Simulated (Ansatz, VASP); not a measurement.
**PtSe2 (Sudovikovite) in two plane-wave programs**

One calculation is typed for both programs; each brings its own data sets. How far apart do they land? The cell is taken from a series of runs on this material, whose earlier steps may have relaxed, scaled, displaced or heated it; both programs get it as it stands.

Main program and level: Ansatz 0.2.0; plane waves, with VASP 6.6.1 beside it; relaxation of cell and atoms at PBEsol.

### Step 1. The starting structure

It takes space group P-3m1 (No. 164, trigonal). The conventional cell has a = 3.761 Å, b = 3.761 Å, c = 4.863 Å, α = 90.00°, β = 90.00°, γ = 120.00°. Nearest to Pt lie 6 Se at 2.51 Å. Se has 3 Pt at 2.51 Å nearest. Farther neighbours and most contacts between anions are not listed.

As a file:

```
Pt Se
1.0
     3.76072    0.00000    0.00000
    -1.88036    3.25688    0.00000
     0.00000    0.00000    4.86331
Pt Se
1 2
Direct
  0.00000 0.00000 0.00000
  0.33333 0.66667 0.26068
  0.66667 0.33333 0.73932
```

### Step 2. VASP: relaxation of cell and atoms, PBEsol

The relaxed volume is the usual yardstick between codes: in a stiff, nearly cubic crystal its relative difference is about their pressure difference at one cell divided by the bulk modulus.

Lines of VASP's logs that name or quote its potential files are left out, and so is its time.

INCAR

```
SYSTEM = PtSe2
PREC = Accurate
ENCUT = 500
EDIFF = 1E-07
NELM = 120
ISMEAR = 1
SIGMA = 0.15
LREAL = .FALSE.
ALGO = Normal
GGA = PS
NBANDS = 17
LASPH = .TRUE.
LORBIT = 11
LWAVE = .FALSE.
LCHARG = .FALSE.
ISIF = 3
IBRION = 2
NSW = 80
EDIFFG = -0.005
GGA_COMPAT = .FALSE.
NELMIN = 4
```

POSCAR

```
PtSe2
1.0
    3.7607250000      0.0000000000      0.0000000000
   -1.8803620000      3.2568830000      0.0000000000
    0.0000000000      0.0000000000      4.8633130000
Pt Se
1 2
Direct
    0.0000000000      0.0000000000      0.0000000000
    0.3333333333      0.6666666667      0.2606753873
    0.6666666667      0.3333333333      0.7393246127
```

KPOINTS

```
Automatic mesh
0
Gamma
12 12 8
0 0 0
```

The projector-augmented-wave data sets are Pt and Se (PBE family, release 64).

The run is started by

```sh
mpirun -np 1 vasp_std
```

Numbers of over 12 decimals in the logs are rounded to 6 here.

Log:

```text
[banner, memory and clock lines left out]
running    1 mpi-ranks, on    1 nodes
 distrk:  each k-point on    1 cores,    1 groups
 distr:  one band on    1 cores,    1 groups

 POSCAR found type information on POSCAR PtSe
 POSCAR found :  2 types and       3 ions
|                                                                             |
|               ----> ADVICE to this user running VASP <----                  |
|                                                                             |
|     You enforced a specific xc type in the INCAR file but a different       |
|     [... a line on the potential file left out ...]
|     I HOPE YOU KNOW WHAT YOU ARE DOING!                                     |
|                                                                             |

 LDA part: xc-table for (Slater+PW92), standard interpolation
 POSCAR, INCAR and KPOINTS ok, starting setup
 FFT: planning ... GRIDC
 FFT: planning ... GRID_SOFT
 FFT: planning ... GRID
 WAVECAR not read
 entering main loop
       N       E                     dE             d eps       ncg     rms          rms(c)
DAV:   1     0.106333451457E+03    0.10633E+03   -0.99898E+03  4518   0.111E+03
DAV:   2    -0.120417508357E+02   -0.11838E+03   -0.11505E+03  5661   0.215E+02
DAV:   3    -0.167029660466E+02   -0.46612E+01   -0.46335E+01  5280   0.435E+01
DAV:   4    -0.167365124907E+02   -0.33546E-01   -0.33536E-01  5804   0.401E+00
DAV:   5    -0.167368445696E+02   -0.33208E-03   -0.33206E-03  5565   0.376E-01    0.127E+01
DAV:   6    -0.161574996271E+02    0.57934E+00   -0.48631E+00  4546   0.199E+01    0.779E+00
DAV:   7    -0.159311815470E+02    0.22632E+00   -0.91475E-01  4561   0.956E+00    0.382E+00
DAV:   8    -0.159081384012E+02    0.23043E-01   -0.62946E-02  4822   0.171E+00    0.835E-01
DAV:   9    -0.159050021228E+02    0.31363E-02   -0.77786E-03  5118   0.845E-01    0.204E-01
DAV:  10    -0.159050147227E+02   -0.12600E-04   -0.11961E-03  5114   0.215E-01    0.345E-02
DAV:  11    -0.159050143391E+02    0.38362E-06   -0.44393E-05  5744   0.553E-02    0.233E-02
DAV:  12    -0.159050139219E+02    0.41722E-06   -0.34251E-06  4929   0.139E-02    0.416E-03
DAV:  13    -0.159050139267E+02   -0.48790E-08   -0.55853E-07  5894   0.510E-03
   1 F= -.15905014E+02 E0= -.15904963E+02  d E =-.159050E+02
[...]
2 F= -.15905007E+02 E0= -.15904957E+02  d E =0.709874E-05
[...]
3 F= -.15905022E+02 E0= -.15904971E+02  d E =-.763860E-05
[...]
4 F= -.15905022E+02 E0= -.15904971E+02  d E =-.770985E-05
 curvature:  -0.22 expect dE=-0.200E-05 dE for cont linesearch -0.663E-08
 trial: gam= 0.25157 g(F)=  0.378E-05 g(S)=  0.523E-05 ort =-0.110E-05 (trialstep = 0.891E+00)
 search vector abs. value=  0.110E-04
 bond charge predicted
       N       E                     dE             d eps       ncg     rms          rms(c)
DAV:   1    -0.159050347263E+02   -0.13036E-04   -0.41593E-04  4484   0.139E-01    0.175E-02
DAV:   2    -0.159050296229E+02    0.51035E-05   -0.42712E-05  4988   0.604E-02    0.934E-03
DAV:   3    -0.159050282657E+02    0.13572E-05   -0.31128E-06  5070   0.171E-02    0.355E-03
DAV:   4    -0.159050280321E+02    0.23359E-06   -0.17450E-06  4805   0.731E-03    0.135E-03
DAV:   5    -0.159050280554E+02   -0.23329E-07   -0.26536E-08  2354   0.117E-03
   5 F= -.15905028E+02 E0= -.15904980E+02  d E =-.641884E-05
 trial-energy change:   -0.000006  1 .order   -0.000006   -0.000008   -0.000005
 step:   2.6223(harm=  2.6223)  dis= 0.00126  next Energy=   -15.905033 (dE=-0.115E-04)
 reached required accuracy - stopping structural energy minimisation
```

From OUTCAR (step 2):

```text
ion  position               nearest neighbor table
   1  0.000  0.000  0.000-   2 2.51   3 2.51   3 2.51   2 2.51   3 2.51   2 2.51
   2  0.333  0.667  0.261-   1 2.51   1 2.51   1 2.51
   3  0.667  0.333  0.739-   1 2.51   1 2.51   1 2.51

  LATTYP: Found a hexagonal cell.
 ALAT       =     3.7607250000
 C/A-ratio  =     1.2931849577

 Subroutine GETGRP returns: Found 12 space group operations
 (whereof 12 operations were pure point group operations)

The static configuration has the point symmetry D_3d.

 Found    131 irreducible k-points:

   k-points           NKPTS =    131   k-points in BZ     NKDIM =    131   number of bands    NBANDS=     17

   dimension x,y,z NGX =    28 NGY =   28 NGZ =   36
   dimension x,y,z NGXF=    56 NGYF=   56 NGZF=   72

   ENCUT  =  500.0 eV  36.75 Ry    6.06 a.u.   6.86  6.86  8.87*2*pi/ulx,y,z

   NELECT =      22.0000    total number of electrons

 k-points in reciprocal lattice and weights: Automatic mesh
   0.00000000  0.00000000  0.00000000       0.001
   0.08333333 -0.00000000  0.00000000       0.005
   0.16666667 -0.00000000  0.00000000       0.005
   0.25000000 -0.00000000  0.00000000       0.005
   0.33333333 -0.00000000  0.00000000       0.005
   0.41666667 -0.00000000  0.00000000       0.005
   0.50000000 -0.00000000  0.00000000       0.003
   0.08333333  0.08333333  0.00000000       0.005
   0.16666667  0.08333333  0.00000000       0.010
[...]
0.33333333  0.25000000  0.50000000       0.010
   0.33333333  0.33333333  0.50000000       0.002

 average (electrostatic) potential at core
       1 -68.2585       2 -52.5232       3 -52.5232

 E-fermi :   6.5755

 k-point     1 :       0.0000    0.0000    0.0000
  band No.  band energies     occupation
    ...
      6       2.7009      2.00000
      7       2.7009      2.00000
      8       4.0819      2.00000
      9       5.5359      2.00000
     10       5.5359      2.00000
     11       7.2995     -0.00000
     12       7.7483     -0.00000
     13       7.7483     -0.00000
     14       9.8264      0.00000
     15      10.6101      0.00000
    ...

 k-point     2 :       0.0833   -0.0000    0.0000
  band No.  band energies     occupation
    ...
      6       2.5976      2.00000
      7       2.6456      2.00000
      8       3.9142      2.00000
      9       5.2189      2.00000
     10       5.4275      2.00000
     11       6.7816     -0.06534
     12       7.8261     -0.00000
     13       7.9677     -0.00000
     14      10.3678      0.00000
     15      11.0725      0.00000
    ...

 k-point     3 :       0.1667   -0.0000    0.0000
  band No.  band energies     occupation
    ...
      7       2.5173      2.00000
      8       3.4691      2.00000
      9       4.7726      2.00000
     10       5.1116      2.00000
     11       6.0027      2.00000
     12       8.0571     -0.00000
     13       8.1249     -0.00000
     14      11.2454      0.00000
     15      11.9441      0.00000
     16      13.3494      0.00000
    ...

  Total       -0.0071685     -0.0071685     -0.0111744     -0.0000000      0.0000000     -0.0000000
  in kB       -0.1927738     -0.1927738     -0.3004974     -0.0000000      0.0000000     -0.0000000
  external PRESSURE =      -0.2286817 kB  Pullay stress =       0.0000000 kB

  energy-cutoff  :      500.00
  volume of cell :       59.58
      direct lattice vectors                 reciprocal lattice vectors
     3.761031229  0.000000000 -0.000000000     0.265884524  0.153508479  0.000000000
    -1.880515115  3.257148202  0.000000000    -0.000000000  0.307017040 -0.000000000
    -0.000000000  0.000000000  4.863498229     0.000000000 -0.000000000  0.205613316

 POSITION                                       TOTAL-FORCE (eV/Angst)
 -----------------------------------------------------------------------------------
      0.00000      0.00000      0.00000        -0.000000      0.000000      0.000000
      0.00000      2.17143      1.26855        -0.000000      0.000000      0.003690
      1.88052      1.08572      3.59495         0.000000     -0.000000     -0.003690
 -----------------------------------------------------------------------------------
    total drift:                                0.000000     -0.000000     -0.000000

  FREE ENERGIE OF THE ION-ELECTRON SYSTEM (eV)
  ---------------------------------------------------
  free  energy   TOTEN  =       -15.9050280554 eV

  energy  without entropy=      -15.9048826920  energy(sigma->0) =      -15.90497960

 reached required accuracy - stopping structural energy minimisation

 total charge
# of ion       s       p       d       tot
------------------------------------------
    1        0.675   0.688   8.033   9.395
    2        1.488   2.209   0.071   3.768
    3        1.488   2.209   0.071   3.768
--------------------------------------------------
tot          3.651   5.106   8.176  16.932

[... 3 further parts left out ...]
```

The run keeps the 12 symmetry operations of its start, so it cannot find a distortion of lower symmetry.

### Step 3. Ansatz: relaxation of cell and atoms, PBEsol

Ansatz runs on its default PAW (the set named soft_2) files.

The same cell, functional, mesh and smearing now go to Ansatz, which takes its cutoff from its data sets.

input.yaml

```yaml
crystal:
  lattice:
    - [3.7607248109, 0.0, 0.0]
    - [-1.8803624054, 3.2568832229, 0.0]
    - [0.0, 0.0, 4.8633126226]
  atoms:
    - { symbol: Pt, position: [0.0, 0.0, 0.0] }
    - { symbol: Se, position: [0.3333333333, 0.6666666667, 0.2606753302] }
    - { symbol: Se, position: [0.6666666667, 0.3333333333, 0.7393246698] }
kpoints:
  mp_grid: { grid: [12, 12, 8] }
hamiltonian:
  xc: pbesol
scf:
  occupations: { method: methfessel_paxton, width: 0.15 }
output:
  forces: true
  stress: true
  eigenvalues: true
relax:
  adjacent_minimum: "off"
  f_tol: 0.001
  max_steps: 60
  cell: { stress_tol: 0.01 }
```

The run is started by

```sh
ansatz run input.yaml --threads 8 --pin off --max-ram 14336MiB --backend cpu --events-out ev --progress --plain --runs-dir out
```

Log:

```text
Engine: ansatz 0.2.0, aarch64-unknown-linux-gnu
Pseudopotentials: kind: paw
Pseudopotential: Pt, paw, valence charge 18, recommended cutoff 420 eV (normal), Pt.paw.azcp
Pseudopotential: Se, paw, valence charge 16, recommended cutoff 420 eV (normal), Se.paw.azcp
Functional definition: PBEsol
  exchange = pbesol_x
  correlation = pbesol_c
Crystal: 3 atoms, lattice volume = 59.567 Å³
Basis set: ecut = 420 eV, 1169 PW (Γ), exchange–correlation on 54×54×72 points (8 copies of the dense FFT grid, shifted against one another)
Bands: 30, of which v1, the nominal top of the filled ones, is band 25 counted from 1 (24 counted from 0)
Symmetry: 12 space group operations
Space group: P-3m1 (ITA 164), of the structure as read, at distance tolerance 3.9e-5 Å
k-points: 131 of 1152
Non-local potential: Pt, projectors of the file, l = 0: 3, l = 1: 2, l = 2: 2, l = 3: 1
Non-local potential: Se, projectors of the file, l = 0: 2, l = 1: 2, l = 2: 3, l = 3: 1
PAW form: soft (Blöchl's): semilocal exchange-correlation on the pseudo side does not see the compensation charge
PAW frozen core: Pt, regenerated for the run's functional, and the local potential with it (the file was generated under x = pbe(κ = 0.804, μ = 0.219515), c = pbe(β = 0.066725))
PAW frozen core: Se, regenerated for the run's functional, and the local potential with it (the file was generated under x = pbe(κ = 0.804, μ = 0.219515), c = pbe(β = 0.066725))
PAW one-centre angular grid: Pt, 590 points (default); XC on 64 Gauss nodes
PAW one-centre angular grid: Se, 590 points (default); XC on 64 Gauss nodes
Initial density: superposition of atomic densities (neutral atoms: chi_scale 0, normalization atom), corrected by the library's trained network
Initial wavefunctions: pseudopotential atomic-orbital guess
Functional: x = pbesol(κ = 0.804, μ = 0.123457), c = pbesol(β = 0.046)
SCF iter   1: F=—  HF=-23233.468978 eV  |F-HF|=—  |Δ(HF+E_count)|=         —  Δρ=3.65e-3  dr2=8.27e-3  ethr=1.77e-3  ⟨swp⟩=5.1  Hψ=14804  notcnv=0
preconditioner: auto → LDOS  [metal: Δε(μ)=0.039 eV  Ē_g=10.075 eV  σ=0.150 eV  W_gap=0.22  n_scr=22 (ndim 8)  ℏωp=22.6 eV  f_vac=0.026  D(μ)=0.86/eV (n_scr^D=2)  β→1.0]
SCF iter   2: F=—  HF=-23233.470042 eV  |F-HF|=—  |Δ(HF+E_count)|=   1.06e-3  S|Δr|=    0.00e0  Δρ=2.19e-3  dr2=3.20e-3  ethr=1.65e-5  ⟨swp⟩=2.0  Hψ=8125  notcnv=0
SCF iter   3: F=—  HF=-23233.468425 eV  |F-HF|=—  |Δ(HF+E_count)|=   1.62e-3  S|Δr|=    0.00e0  Δρ=3.53e-4  dr2=1.01e-4  ethr=6.41e-6  ⟨swp⟩=2.0  Hψ=7010  notcnv=0
SCF iter   4: F=—  HF=-23233.468406 eV  |F-HF|=—  |Δ(HF+E_count)|=   1.89e-5  S|Δr|=    0.00e0  Δρ=1.00e-4  dr2=7.44e-6  ethr=2.03e-7  ⟨swp⟩=2.3  Hψ=6222  notcnv=0
SCF iter   5: F=—  HF=-23233.468402 eV  |F-HF|=—  |Δ(HF+E_count)|=   3.27e-6  S|Δr|=    0.00e0  Δρ=2.02e-5  dr2=1.77e-7  ethr=1.49e-8  ⟨swp⟩=2.0  Hψ=5275  notcnv=0
SCF iter   6: F=-23233.468403 eV  HF=-23233.468403 eV  |F-HF|=3.99e-9  |Δ(HF+E_count)|=   1.32e-7  S|Δr|=    0.00e0  Δρ=5.89e-6  dr2=2.06e-8  ethr=2.00e-10  ⟨swp⟩=6.1  Hψ=17151  notcnv=0
SCF 1 converged in 6 iterations: F = -23233.468403 eV  dr2 = 2.06e-8
  greatest PAW one-centre occupation: 1.000 electrons in one spin orbital (limit 2), on the Pt atom at site 0 (counted from 0), in its partial waves of l = 0
relax step   1: F+E_penalty+E_count = -23233.46840250 eV  Δ(F+E_penalty+E_count) = +0.000e0 eV  max|allowed force component| = 9.534e-4 eV/Å  Δτ_max = 0.0000 Å  P = -0.023 GPa  Ω = 59.567 Å³  (6 SCF iters, dr2 threshold 1.00e-7 eV, accepted)
[...]
relax step   2: F+E_penalty+E_count = -23233.46840935 eV  Δ(F+E_penalty+E_count) = -6.845e-6 eV  max|allowed force component| = 3.190e-3 eV/Å  Δτ_max = 0.0010 Å  P = +0.021 GPa  Ω = 59.524 Å³  energy of the carried Pulay correction = +8.996e-6 eV  (4 SCF iters, dr2 threshold 2.43e-9 eV, rejected (line search))
[...]
relax step   3: F+E_penalty+E_count = -23233.46840815 eV  Δ(F+E_penalty+E_count) = -5.653e-6 eV  max|allowed force component| = 1.224e-4 eV/Å  Δτ_max = 0.0004 Å  P = -0.001 GPa  Ω = 59.549 Å³  energy of the carried Pulay correction = +3.689e-6 eV  (6 SCF iters, accepted)
[...]
relax step   4: F+E_penalty+E_count = -23233.46840574 eV  Δ(F+E_penalty+E_count) = +2.415e-6 eV  max|allowed force component| = 1.216e-4 eV/Å  Δτ_max = 0.0000 Å  P = -0.001 GPa  Ω = 59.549 Å³  stress off target by 1.14e-3 GPa  SCF on the basis re-selected at this cell (its energy is not comparable with the rows above)  (5 SCF iters)
basis re-selected at this cell: Δ(F+E_penalty+E_count) = +2.415e-6 eV, ΔP = -0.000 GPa vs the last step (what re-selecting the basis moved, of the pressure what is left beyond the Pulay correction that the steps carried, after the strain that the cell walked since its last selection, with what the two solves' SCF thresholds leave and, on support functions, any second-order correction that the steps lacked; it is no m [...]
SCF converged after 5 iterations
Stability not checked: this state was not tested for a lower state beside it, because cold or Methfessel-Paxton smearing, or corrected tetrahedra, fill the levels in a way that the test cannot read (fill_not_monotonic; see scf.lower_state_search)
Free energy (F): -23233.468406 eV
Harris-Foulkes:  -23233.468406 eV  (|F-HF|=7.28e-12)
Internal energy: -23233.468256 eV  (E = F + TS)
E sigma→0 (E₀):  -23233.468368 eV
Entropy (-TS):   -0.000150 eV (-0.050 meV/atom)
Fermi energy:    13.502553 eV
--- Per-component energies (eV) ---
  E_band       = -947.429941
  E_kinetic    = 874.618771
  E_local      = -6546.798797  (includes V_loc(G=0)·N_el)
  E_nonlocal   = -980.511479
  E_hartree    = 3031.667502
  E_xc         = -467.330871
  E_vxc        = -499.095660  (∫ρ·V_xc dr)
  E_paw        = -13053.773872  (= ΣΔE_a)
  E_vpaw       = 141.023255  (= ΣTr[D̂ρ^β])
  E_aug_tail   = -0.001031  (compensation charges beyond the density's cutoff)
  E_ewald      = -6093.642360
  E_core_change = 2.303882  (= ΣΔE_core)
  E_smearing   = -0.000150  (= −TS)
  E_closure    = 0.000000  (closes the sum)
  Σ components = -23233.468406   (vs F -23233.468406, Δ=0.00e0)
--- Forces (eV/Å), atoms counted from 1 ---
  atom   1  Pt     0.00000000     0.00000000     0.00000000
  atom   2  Se    -0.00000000     0.00000000    -0.00012164
  atom   3  Se     0.00000000    -0.00000000     0.00012164
  max |Σ_I F_I| component: 1.36e-20 eV/Å
--- Stress (GPa, compression-positive) ---
       -0.001136      -0.000000       0.000000
       -0.000000      -0.001136       0.000000
       -0.000000       0.000000       0.000177
  P = ⅓ Tr σ = -0.0007 GPa (-0.007 kbar)
--- Band table (eV; the first three rows and the last of 131) ---
  k-point 0: bands = [... 21 lower, 11.0020, 12.4548, 12.4548, 14.2153, 14.6749, 14.6749, 16.7515, 17.5395, ... 1 higher]
  k-point 1: bands = [... 21 lower, 10.9909, 12.3423, 12.3423, 13.7538, 14.8476, 14.8476, 16.9176, 17.9796, ... 1 higher]
  k-point 2: bands = [... 21 lower, 10.9361, 12.1072, 12.1072, 12.8422, 15.2478, 15.2478, 17.3843, 18.8296, ... 1 higher]
  k-point 130: bands = [... 21 lower, 9.1193, 9.9723, 10.9932, 10.9932, 15.7578, 15.7578, 20.0601, 20.9918, ... 1 higher]
--- Relaxed structure (3 steps of the walk, 2 accepted, 1 SCFs on fresh bases) ---
  F+E_penalty+E_count = -23233.46840574 eV   max|allowed force component| = 1.216e-4 eV/Å   (the final SCF, on the basis selected at the relaxed cell)
  cell:  # Å, volume = 59.5493 Å³
    - [3.760213, -2.8863588262855724e-11, 0]
    - [-1.880107, 3.256440, 0]
    - [0, 0, 4.863187]
  atoms:
    - { symbol: Pt, position: [0, 0, 0] }
    - { symbol: Se, position: [0.333333, 0.666667, 0.260748] }
    - { symbol: Se, position: [0.666667, 0.333333, 0.739252] }
```

In the SCF lines HF is the Harris–Foulkes energy and dr2 the Hartree energy of the density residual, in eV; the loop may stop once dr2 is under the threshold and the program's other checks hold. Hψ counts applications of the Hamiltonian.

### Step 4. Side by side

Known differences besides the potentials themselves: the data sets hold 50 valence electrons in Ansatz (on its default PAW (the set named soft_2) files) and 22 in VASP; the cutoff is 420 eV in Ansatz and 500 eV in VASP; Ansatz makes its cores anew for this functional, VASP keeps those of its PBE data sets; Ansatz adds a Pulay correction to the stress that steers its cell, VASP none. Total energies have different zeros and are not compared.

Both answers:

```csv
quantity,Ansatz,VASP,difference
volume (Å³),59.55,59.58,-0.05 %
"edge a after relaxation, in the typed setting (Å)",3.760,3.761,-0.02 %
"edge c after relaxation, in the typed setting (Å)",4.863,4.864,-0.01 %
```

### Step 5. Summary of results

```json
{"difference in volume (relaxation of cell and atoms, PBEsol)": "-0.050 %"}
```

The difference in volume is -0.050 % (relaxation of cell and atoms, PBEsol), within the 1.2 % picked in this series as the mark of a large difference, as far as the stopping tolerances let one tell. The data sets hold unlike numbers of valence electrons (50 in Ansatz and 22 in VASP), so part of the differences comes from the potentials. Such differences can come from data sets, numerical settings and the points named under the comparisons, not from the functional's error against experiment.

[Lines on the potential files, build, host, timing and source positions are cut from VASP's logs without a mark.]

[Logs are printed without paths, hosts, clocks, repeated set-up lines and the standing remarks that a program may print on its own settings, such as how far it seeks lower states.]

[Hosts, paths, dates, database ids (printed as entryN), source tags and the programs' standing remarks are cut or masked in the printed files.]
